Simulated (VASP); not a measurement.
Data:

```xyz
5
Lattice="3.9686 0.0000 0.0000 0.0000 3.9686 0.0000 0.0000 0.0000 3.9686" Properties=species:S:1:pos:R:3 pbc="T T T"
Sr     0.0000     0.0000     0.0000
Ti     1.9843     1.9843     1.9843
O      1.9843     0.0000     1.9843
O      0.0000     1.9843     1.9843
O      1.9843     1.9843     0.0000
```

Level of theory: revPBE GGA, VASP's PBE PAW potentials (set 64) (plane waves; VASP 6.6.1). Numerical set-up: 520 eV cut-off, 6×6×6 Γ-centred mesh, Gaussian smearing of 0.050 eV, potentials Sr_sv Ti_sv O.

### Question
Give the energy at these volumes per atom, relative to the lowest: 11.75, 12.12, 12.50, 12.87, 13.25 Å³.

### Answer
25.1, 6.0, 0.0, 5.2, 19.8 meV/atom. A third-order Birch-Murnaghan fit gives B0 = 158 GPa and B0′ = 4.3.

Measured: a 3.890 Å at 0 K (computed value off by +2.0 %), as given by D. I. Bilc et al., Physical Review B (2008), arXiv:0805.0753 [cubic phase extrapolated to 0 K].

The compound is SrTiO3 in the cubic perovskite structure, the ideal cubic form; the compound distorts at low or room temperature. It was relaxed first.
